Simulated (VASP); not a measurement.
Given:

```
Fe
1.0
   -1.43500     1.43500     1.43500
    1.43500    -1.43500     1.43500
    1.43500     1.43500    -1.43500
Fe
1
Cartesian
  0.00000   0.00000   0.00000
```
Starting moments (μB, in the order of the record's atoms Fe): 2.5.

The numbers are results of optB86b-vdW, VASP's PBE PAW potentials (set 64) (plane waves; VASP), not measurements. Settings: 520 eV cut-off, 16×16×16 Γ-centred mesh, first-order Methfessel-Paxton smearing of 0.10 eV, potentials Fe.

Energy and stress use the plane-wave basis of the starting cell.

Problem. The ions, cell shape and volume are relaxed. What does this cell relax into?

Solution. 
```
Fe
1.0
   -1.40188     1.40188     1.40188
    1.40188    -1.40188     1.40188
    1.40188     1.40188    -1.40188
Fe
1
Cartesian
  1.40188   1.40188   1.40188
```
Space group Im-3m (229), at a tolerance of 0.03 Å. The cell ends with 2.10 μB, on the sites 2.09 μB.

Problem. How do energy and volume change from the first to the last step?

Solution. The energy (σ→0) changes by -29.7 meV/atom and the volume by -6.8 %, in 4 ionic steps.

```csv
step,E(σ→0) (eV),max force (eV/Å),pressure (GPa),volume (Å³)
1,-5.9114,0.000,-11.21,11.82
2,-5.9204,0.000,12.36,10.46
3,-5.9411,0.000,-0.18,11.04
4,-5.9411,0.000,-0.02,11.02
```

The compound is Fe in the bcc structure. This run relaxes it. Symmetry was kept, so distortions that lower it aren't found.
